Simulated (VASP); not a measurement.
Given:

```yaml
crystal:
  lattice:
    - [3.57860, 2.06610, 6.57809]
    - [-3.57860, 2.06610, 6.57809]
    - [0.00000, -4.13221, 6.57809]
  atoms:
    - { symbol: As, position: [0.34154, 0.34154, 0.34154] }
    - { symbol: As, position: [0.15846, 0.15846, 0.15846] }
    - { symbol: As, position: [0.65846, 0.65846, 0.65846] }
    - { symbol: As, position: [0.84154, 0.84154, 0.84154] }
    - { symbol: Te, position: [0.55942, 0.94058, 0.25000] }
    - { symbol: Te, position: [0.25000, 0.55942, 0.94058] }
    - { symbol: Te, position: [0.94058, 0.25000, 0.55942] }
    - { symbol: Te, position: [0.44058, 0.05942, 0.75000] }
    - { symbol: Te, position: [0.75000, 0.44058, 0.05942] }
    - { symbol: Te, position: [0.05942, 0.75000, 0.44058] }
```

These are PBEsol GGA, VASP's PBE PAW potentials (set 64) (plane waves; VASP 6.6.1) values and carry that method's errors. Numerical set-up: 400 eV cut-off, Gaussian smearing of 0.050 eV, potentials As Te.

**Question.** Give the energies of bands 20 to 33 at the high-symmetry points, in eV from the Fermi level.

**Answer.** 
| band | Γ | T | H2 | L | S0 | F |
|---|---|---|---|---|---|---|
| 20 | -2.11 | -3.29 | -2.97 | -2.96 | -2.42 | -2.59 |
| 21 | -2.11 | -2.16 | -2.00 | -2.83 | -2.34 | -1.91 |
| 22 | -1.54 | -2.16 | -2.00 | -2.83 | -2.18 | -1.89 |
| 23 | -1.14 | -1.23 | -1.46 | -1.49 | -1.77 | -1.64 |
| 24 | -1.14 | -1.23 | -1.46 | -1.49 | -1.48 | -1.61 |
| 25 | -1.07 | -1.15 | -1.11 | -1.19 | -1.31 | -1.14 |
| 26 | -1.07 | -1.15 | -1.11 | -1.19 | -0.99 | -0.97 |
| 27 | -0.63 | -1.15 | -0.85 | -0.60 | -0.69 | -0.83 |
| 28 | 0.08 | -1.15 | -0.85 | -0.60 | -0.69 | -0.52 |
| 29 | 0.47 | 1.45 | 0.26 | 1.00 | 0.14 | -0.13 |
| 30 | 0.47 | 1.45 | 0.26 | 1.00 | 0.67 | 0.25 |
| 31 | 0.58 | 1.45 | 1.14 | 1.54 | 0.78 | 0.78 |
| 32 | 0.58 | 1.45 | 1.14 | 1.54 | 1.46 | 0.87 |
| 33 | 1.20 | 1.60 | 1.81 | 1.86 | 1.54 | 1.32 |

It has no gap at this level: it comes out as a metal or semimetal.

The structure was generated: Te3As2 was put into the corundum type (R-3c), which need not be its known phase. It was relaxed first, which changed the volume by -7 %.
